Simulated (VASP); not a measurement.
# Be4Ag (Pm-3m) in VASP: a series of runs

One crystal, Be4Ag, is run at these levels: PBE; tasks: single point, relaxation of cell and atoms.

Program: VASP 6.6.1. These are calculated values, not measurements. Logs are shortened: lines on timing, memory, paths and dates and some standing lists are left out, and cuts for length are marked.

### 1 The cell of the first run

It takes space group Pm-3m (No. 221, cubic). The conventional cell has a = 3.849 Å, b = 3.849 Å, c = 3.849 Å, α = 90.00°, β = 90.00°, γ = 90.00°. Be (site symmetry m-3m) has 6 Be at 1.92 Å as nearest neighbours. Be (site symmetry 4/mmm) is surrounded by 2 Be at 1.92 Å. Around Ag (site symmetry m-3m) lie 12 Be at 2.72 Å.

The cell was built by a generator and needn't be a form met in nature.

### 2 Single point, PBE (species swapped into the Mn4N type (Pm-3m, No. 221))

INCAR

```
  PREC = Accurate
  ENCUT = 520
  EDIFF = 1E-6
  ISMEAR = 0
  SIGMA = 0.1
  LREAL = F
  LASPH = T
  NELM = 100
  ALGO = Normal
  ISIF = 2
  LWAVE = F
  LCHARG = F
  GGA = PE
  NBANDS = 18
```

KPOINTS

```
Automatic mesh
0
Gamma
  10 10 10
```

POSCAR

```
Be4Ag
1.0
    3.8493999852      0.0000000000      0.0000000000
    0.0000000000      3.8493999852      0.0000000000
    0.0000000000      0.0000000000      3.8493999852
Be Ag
4 1
Direct
    0.5000000000      0.5000000000      0.5000000000
    0.0000000000      0.5000000000      0.5000000000
    0.5000000000      0.0000000000      0.5000000000
    0.5000000000      0.5000000000      0.0000000000
    0.0000000000      0.0000000000      0.0000000000
```

Potentials or basis: VASP PAW PBE potentials, release 64 (Be, Ag).

Run with:

```sh
> cat potpaw_PBE.64/Be/POTCAR potpaw_PBE.64/Ag/POTCAR > POTCAR
> mpirun -np 1 vasp_std > vasp.out
```

OUTCAR:

```text
PREC = Accurate
   ENCUT = 520
   EDIFF = 1E-6
   ISMEAR = 0
   LREAL = F
   LASPH = T
   NELM = 100
   ISIF = 2
   GGA = PE

 ion  position               nearest neighbor table
   1  0.500  0.500  0.500-   2 1.92   3 1.92   4 1.92   4 1.92   3 1.92   2 1.92
   2  0.000  0.500  0.500-   1 1.92   1 1.92   5 2.72   5 2.72   5 2.72   5 2.72
   3  0.500  0.000  0.500-   1 1.92   1 1.92   5 2.72   5 2.72   5 2.72   5 2.72
   4  0.500  0.500  0.000-   1 1.92   1 1.92   5 2.72   5 2.72   5 2.72   5 2.72
   5  0.000  0.000  0.000-   2 2.72   3 2.72   4 2.72   2 2.72   3 2.72   2 2.72   4 2.72   2 2.72
                             3 2.72   4 2.72   3 2.72   4 2.72

  LATTYP: Found a simple cubic cell.
 ALAT       =     3.8493999852

  Lattice vectors:

 A1 = (   3.8493999852,   0.0000000000,   0.0000000000)
 A2 = (   0.0000000000,   3.8493999852,   0.0000000000)
 A3 = (   0.0000000000,   0.0000000000,   3.8493999852)

Analysis of symmetry for initial positions (statically):
=====================================================================
 Subroutine PRICEL returns:
 Original cell was already a primitive cell.

 Routine SETGRP: Setting up the symmetry group for a
 simple cubic supercell.

 Subroutine GETGRP returns: Found 48 space group operations
 (whereof 48 operations were pure point group operations)
 out of a pool of 48 trial point group operations.

The static configuration has the point symmetry O_h .

Analysis of symmetry for dynamics (positions and initial velocities):
=====================================================================
 Subroutine PRICEL returns:
 Original cell was already a primitive cell.

 Routine SETGRP: Setting up the symmetry group for a
 simple cubic supercell.

 Subroutine GETGRP returns: Found 48 space group operations
 (whereof 48 operations were pure point group operations)
 out of a pool of 48 trial point group operations.

The dynamic configuration has the point symmetry O_h .

 Subroutine INISYM returns: Found 48 space group operations
 (whereof 48 operations are pure point group operations),
 and found     1 'primitive' translations

----------------------------------------------------------------------------------------

                                     Primitive cell

  volume of cell :      57.0399

  direct lattice vectors                    reciprocal lattice vectors
     3.849399985  0.000000000  0.000000000     0.259780746  0.000000000  0.000000000
     0.000000000  3.849399985  0.000000000     0.000000000  0.259780746  0.000000000
     0.000000000  0.000000000  3.849399985     0.000000000  0.000000000  0.259780746

  length of vectors
     3.849399985  3.849399985  3.849399985     0.259780746  0.259780746  0.259780746

  position of ions in fractional coordinates (direct lattice)
     0.500000000  0.500000000  0.500000000
     0.000000000  0.500000000  0.500000000
     0.500000000  0.000000000  0.500000000
     0.500000000  0.500000000  0.000000000
     0.000000000  0.000000000  0.000000000

  ion indices of the primitive-cell ions
   primitive index   ion index
                 1           1
                 2           2
                 3           3
                 4           4
                 5           5

----------------------------------------------------------------------------------------

 KPOINTS: Automatic mesh

Automatic generation of k-mesh.
 Grid dimensions read from file:
 generate k-points for:   10   10   10

 Generating k-lattice:

  Cartesian coordinates                     Fractional coordinates (reciprocal lattice)
     0.025978075  0.000000000  0.000000000     0.100000000  0.000000000  0.000000000
     0.000000000  0.025978075  0.000000000     0.000000000  0.100000000  0.000000000
     0.000000000  0.000000000  0.025978075     0.000000000  0.000000000  0.100000000

  Length of vectors
     0.025978075  0.025978075  0.025978075

  Shift w.r.t. Gamma in fractional coordinates (k-lattice)
     0.000000000  0.000000000  0.000000000

 Subroutine IBZKPT returns following result:
 ===========================================

 Found     56 irreducible k-points:

 Following reciprocal coordinates:
            Coordinates               Weight
  0.000000  0.000000  0.000000      1.000000
  0.100000  0.000000  0.000000      6.000000
  0.200000  0.000000  0.000000      6.000000
  0.300000  0.000000  0.000000      6.000000
  0.400000  0.000000  0.000000      6.000000
  0.500000  0.000000  0.000000      3.000000
[... 16 lines left out ...]
  0.200000  0.100000  0.100000     24.000000
  0.300000  0.100000  0.100000     24.000000
 [... further k-points ...]
   k-points           NKPTS =     56   k-points in BZ     NKDIM =     56   number of bands    NBANDS=     18
   number of dos      NEDOS =    301   number of ions     NIONS =      5
   total plane-waves  NPLWV =  27000
   dimension x,y,z NGX =    30 NGY =   30 NGZ =   30
   dimension x,y,z NGXF=    60 NGYF=   60 NGZF=   60
   ions per type =               4   1
   NGX,Y,Z   is equivalent  to a cutoff of  12.96, 12.96, 12.96 a.u.
   NGXF,Y,Z  is equivalent  to a cutoff of  25.91, 25.91, 25.91 a.u.
 SYSTEM =  unknown system
   PREC   = accura    normal or accurate (medium, high low for compatibility)
   ISTART =      0    job   : 0-new  1-cont  2-samecut
   ICHARG =      2    charge: 1-file 2-atom 10-const
   ISPIN  =      1    spin polarized calculation?
   LNONCOLLINEAR =      F non collinear calculations
   LSORBIT =      F    spin-orbit coupling
   LASPH  =      T    aspherical Exc in radial PAW
   ENCUT  =  520.0 eV  38.22 Ry    6.18 a.u.   7.16  7.16  7.16*2*pi/ulx,y,z
   NELM   =    100;   NELMIN=  2; NELMDL= -5     # of ELM steps
   EDIFF  = 0.1E-05   stopping-criterion for ELM
   LREAL  =      F    real-space projection
   EDIFFG = 0.1E-04   stopping-criterion for IOM
   NSW    =      0    number of steps for IOM
   IBRION =     -1    ionic relax: 0-MD 1-quasi-New 2-CG
   NFREE  =      0    steps in history (QN), initial steepest desc. (CG)
   ISIF   =      2    stress and relaxation
   ISYM   =      2    0-nonsym 1-usesym 2-fastsym
   POTIM  = 0.5000    time-step for ionic-motion
   TEBEG  =    0.0;   TEEND  =   0.0 temperature during run
   PSTRESS=    0.0 pullay stress
   NELECT =      19.0000    total number of electrons
   NUPDOWN=      -1.0000    fix difference up-down
   EMIN   =  10.00;   EMAX   =-10.00  energy-range for DOS
   EFERMI =   0.00;   METHOD = LEGACY
   ISMEAR =     0;   SIGMA  =   0.10  broadening in eV -4-tet -1-fermi 0-gaus
   EFERMI_NEDOS =   21; number of points for ismear=-14 and -15
   IALGO  =     38    algorithm
   IMIX   =      4    mixing-type and parameters
     AMIX     =   0.40;   BMIX     =  1.00
     AMIX_MAG =   1.60;   BMIX_MAG =  1.00
  volume/ion in A,a.u.               =      11.41        76.98
  Fermi-wavevector in a.u.,A,eV,Ry     =   1.134836  2.144529 17.522291  1.287852
  Thomas-Fermi vector in A             =   2.271540
   LORBIT       =      0    0 simple, 1 ext, 2 COOP (PROOUT), +10 PAW based schemes
   GGA     = PE    functional components
   LHFCALC =     F    Hartree Fock is set to
   AEXX    =    0.0000 exact exchange contribution
   IVDW    =     0    specifies the selected vdW correction
   LEPSILON=     F    determine dielectric tensor
   LRPA    =     F    only Hartree local field effects (RPA)
 non-spin polarized calculation
 Gauss-broadening in eV      SIGMA  =   0.10
  energy-cutoff  :      520.00
  volume of cell :       57.04
 maximum number of plane-waves:      1568
 NGX is ok and might be reduce to    30
   NGX = 15   NGY = 15   NGZ = 15

 number of electron      18.9999997 magnetization

 Free energy of the ion-electron system (eV)
  ---------------------------------------------------
  ext. energy  EPLUGINS =         0.00000000
  ---------------------------------------------------
  free energy    TOTEN  =       -14.99827248 eV

  energy without entropy =      -14.99366161  energy(sigma->0) =      -14.99596704

 E-fermi :   5.7775     XC(G=0): -10.4846

 val. band max:        5.7770982032   @ k =   0.5000   0.2000   0.1000
 cond. band min:       5.7818454842   @ k =   0.5000   0.4000   0.4000
 fundamental gap:      0.0047472810
 Fermi energy:         5.7775336130

 k-point     1 :       0.0000    0.0000    0.0000
  band No.  band energies     occupation
      1      -3.2412      2.00000
      2       0.4706      2.00000
      3       0.4706      2.00000
      4       1.1237      2.00000
      5       1.1237      2.00000
      6       1.1237      2.00000
[... 10 lines left out ...]
     17      12.0412      0.00000
     18      12.0412      0.00000

 k-point     2 :       0.1000    0.0000    0.0000
  band No.  band energies     occupation
      1      -3.1549      2.00000
      2       0.4648      2.00000
      3       0.4737      2.00000
      4       1.0509      2.00000
      5       1.0509      2.00000
      6       1.1264      2.00000
[... 10 lines left out ...]
     17      12.1049      0.00000
     18      12.1049      0.00000

 k-point     3 :       0.2000    0.0000    0.0000
  band No.  band energies     occupation
      1      -2.8989      2.00000
      2       0.3963      2.00000
      3       0.4820      2.00000
      4       0.8886      2.00000
      5       0.8886      2.00000
      6       1.1336      2.00000
[... 10 lines left out ...]
     17      12.4249      0.00000
     18      12.4249      0.00000

 k-point     4 :       0.3000    0.0000    0.0000
  band No.  band energies     occupation
      1      -2.4821      2.00000
      2       0.0952      2.00000
      3       0.4923      2.00000
      4       0.7239      2.00000
      5       0.7239      2.00000
      6       1.1424      2.00000
[... 10 lines left out ...]
     17      12.8919      0.00000
     18      13.3666      0.00000

 k-point     5 :       0.4000    0.0000    0.0000
  band No.  band energies     occupation
      1      -1.9211      2.00000
      2      -0.5193      2.00000
      3       0.5007      2.00000
      4       0.6095      2.00000
      5       0.6095      2.00000
      6       1.1496      2.00000
[... 10 lines left out ...]
     17      13.3629      0.00000
     18      14.9269      0.00000

 k-point     6 :       0.5000    0.0000    0.0000
  band No.  band energies     occupation
      1      -1.2781      2.00000
      2      -1.2112      2.00000
      3       0.5039      2.00000
      4       0.5690      2.00000
      5       0.5690      2.00000
      6       1.1523      2.00000
[... 10 lines left out ...]
     17      13.5797      0.00000
     18      16.4486      0.00000

 k-point     7 :       0.1000    0.1000    0.0000
  band No.  band energies     occupation
      1      -3.0691      2.00000
      2       0.4700      2.00000
      3       0.4717      2.00000
      4       0.9728      2.00000
      5       1.0242      2.00000
      6       1.0920      2.00000
[... 10 lines left out ...]
     17      12.1490      0.00000
     18      12.3342      0.00000

 k-point     8 :       0.2000    0.1000    0.0000
  band No.  band energies     occupation
      1      -2.8147      2.00000
      2       0.4060      2.00000
      3       0.4841      2.00000
      4       0.8155      2.00000
      5       0.8901      2.00000
      6       1.0880      2.00000
[... 10 lines left out ...]
     17      12.3673      0.00000
     18      12.6810      0.00000
[... 229 lines left out ...]
     17      14.2580      0.00000
     18      14.6459      0.00000

 k-point    20 :       0.5000    0.4000    0.0000
  band No.  band energies     occupation
      1      -1.0264      2.00000
      2       0.0442      2.00000
      3       0.7712      2.00000
      4       0.8247      2.00000
      5       0.8589      2.00000
      6       0.9905      2.00000
[... 10 lines left out ...]
     17      13.8705      0.00000
     18      14.4447      0.00000

 k-point    21 :       0.5000    0.5000    0.0000
  band No.  band energies     occupation
      1      -1.0005      2.00000
      2       0.2293      2.00000
      3       0.7937      2.00000
      4       0.7937      2.00000
      5       1.1097      2.00000
      6       1.1097      2.00000
[... 10 lines left out ...]
     17      14.2686      0.00000
     18      14.4817      0.00000

 k-point    22 :       0.1000    0.1000    0.1000
  band No.  band energies     occupation
      1      -2.9838      2.00000
      2       0.4758      2.00000
      3       0.4758      2.00000
      4       0.9136      2.00000
      5       1.0200      2.00000
      6       1.0200      2.00000
[... 10 lines left out ...]
     17      12.4949      0.00000
     18      12.4949      0.00000

 k-point    23 :       0.2000    0.1000    0.1000
  band No.  band energies     occupation
      1      -2.7311      2.00000
      2       0.4252      2.00000
      3       0.4866      2.00000
      4       0.7836      2.00000
      5       0.8598      2.00000
      6       1.0330      2.00000
[... 10 lines left out ...]
     17      12.7306      0.00000
     18      12.8685      0.00000

 k-point    24 :       0.3000    0.1000    0.1000
  band No.  band energies     occupation
      1      -2.3217      2.00000
      2       0.1236      2.00000
      3       0.5000      2.00000
      4       0.6980      2.00000
      5       0.7368      2.00000
      6       1.0525      2.00000
[... 10 lines left out ...]
     17      13.1279      0.00000
     18      13.6248      0.00000

 [... further k-points ...]

------------------------ aborting loop because EDIFF is reached ----------------------------------------

  FORCE on cell =-STRESS in cart. coord.  units (eV):
  Direction    XX          YY          ZZ          XY          YZ          ZX
  --------------------------------------------------------------------------------------
  -------------------------------------------------------------------------------------
  Total        0.0244954      0.0244954      0.0244954      0.0000000      0.0000000     -0.0000000
  in kB        0.6880439      0.6880439      0.6880439      0.0000000      0.0000000     -0.0000000
  external PRESSURE =       0.6880439 kB  Pullay stress =       0.0000000 kB

 VOLUME and BASIS-vectors are now :
 -----------------------------------------------------------------------------
  energy-cutoff  :      520.00
  volume of cell :       57.04
      direct lattice vectors                 reciprocal lattice vectors
     3.849399985  0.000000000  0.000000000     0.259780746  0.000000000  0.000000000
     0.000000000  3.849399985  0.000000000     0.000000000  0.259780746  0.000000000
     0.000000000  0.000000000  3.849399985     0.000000000  0.000000000  0.259780746

 POSITION                                       TOTAL-FORCE (eV/Angst)
 -----------------------------------------------------------------------------------
      1.92470      1.92470      1.92470         0.000000      0.000000      0.000000
      0.00000      1.92470      1.92470         0.000000      0.000000      0.000000
      1.92470      0.00000      1.92470         0.000000      0.000000      0.000000
      1.92470      1.92470      0.00000         0.000000      0.000000      0.000000
      0.00000      0.00000      0.00000         0.000000      0.000000      0.000000
 -----------------------------------------------------------------------------------
    total drift:                                0.000000     -0.000000     -0.000000

  FREE ENERGIE OF THE ION-ELECTRON SYSTEM (eV)
  ---------------------------------------------------
  free  energy   TOTEN  =       -14.9982724808 eV

  energy  without entropy=      -14.9936616058  energy(sigma->0) =      -14.99596704
```

It took 28 s on 1 thread of Intel Xeon Platinum 8559C (Emerald Rapids), shared host; peak memory 0.2 GiB.

Results:

| Quantity | Value |
| --- | --- |
| Free energy | -14.9983 eV |
| Pressure | 0.1 GPa |
| Band gap on the k mesh | none (metal or under the smearing width) |

Levels at points of the mesh, in eV from the Fermi level:
| k point | band 7 | band 8 | band 9 | band 10 | band 11 | band 12 |
| --- | --- | --- | --- | --- | --- | --- |
| (0.00, 0.00, 0.00) | -2.52 | -2.52 | -2.52 | 2.29 | 3.58 | 3.58 |
| (0.50, 0.00, 0.00) | -4.24 | -0.53 | -0.53 | 2.12 | 2.12 | 2.94 |
| (0.50, 0.50, 0.00) | -4.43 | -3.28 | -2.88 | -0.31 | 4.63 | 4.63 |
| (0.50, 0.50, 0.50) | -2.30 | -2.30 | -2.30 | -0.95 | -0.95 | -0.95 |

(Continued in part 2 of 2.)
